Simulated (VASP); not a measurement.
VASP runs on As (a7) share one base input (PBE GGA, plane waves, VASP's PBE PAW potentials (set 64)) and change the settings named in each case.

### POSCAR
```
As
1
    3.6803640000    -1.8800000000     0.0000000000
    3.6803640000     1.8800000000     0.0000000000
    2.7200240000     0.0000000000     3.1114220000
As
2
Direct
  0.2270000000   0.2270000000   0.2270000000
  0.7730000000   0.7730000000   0.7730000000
```

File KPOINTS:
```
Automatic mesh
0
gamma
11 11 11
0 0 0
```

**INCAR**
```
SYSTEM = As
PREC = Accurate
ENCUT = 400
EDIFF = 1E-6
NELM = 100
ALGO = Normal
LREAL = .FALSE.
LASPH = .TRUE.
ISMEAR = 1
SIGMA = 0.1
GGA = PE
LMAXMIX = 4
LWAVE = .FALSE.
LCHARG = .FALSE.
ISIF = 2
```

POTCAR, in this order: As (PBE.64 set). Program: vasp_std.

| change | E(σ→0) (eV/atom) | largest force (eV/Å) | −TS (eV) |
|---|---|---|---|
| base run | -4.6620 | 0.294 | -0.0001 |
| SIGMA = 0.05 | -4.6620 | 0.292 | 0.0000 |
| ISMEAR = 0 | -4.6620 | 0.296 | -0.0006 |
| SIGMA = 0.5 | -4.6620 | 0.293 | 0.0206 |
| ISMEAR = -1, SIGMA = 0.2 | -4.6585 | 0.327 | -0.0478 |
| ISMEAR = 2, SIGMA = 0.05 | -4.6620 | 0.291 | 0.0000 |
| ISMEAR = 0, SIGMA = 0.3 | ? | ? | ? |
| ISMEAR = -5, SIGMA removed | -4.6611 | 0.294 | 0.0000 |
| ISMEAR = -4, SIGMA removed | -4.6604 | 0.293 | 0.0000 |

Problem. What belongs in the gaps?

Solution. 
- ISMEAR = 0, SIGMA = 0.3, E(σ→0) (eV/atom): -4.6614
- ISMEAR = 0, SIGMA = 0.3, largest force (eV/Å): 0.307
- ISMEAR = 0, SIGMA = 0.3, −TS (eV): -0.0089

Left out are runs that ran out of time, are held back, or changed the cell or the kind of run, fixed moments of cells without a moment, rows past the twelfth, gaps on odd meshes, pressures of charged cells and columns that move by less than the noise.

The compound is As in the a7 structure. The cell was not relaxed at this level, forces remain on its atoms.
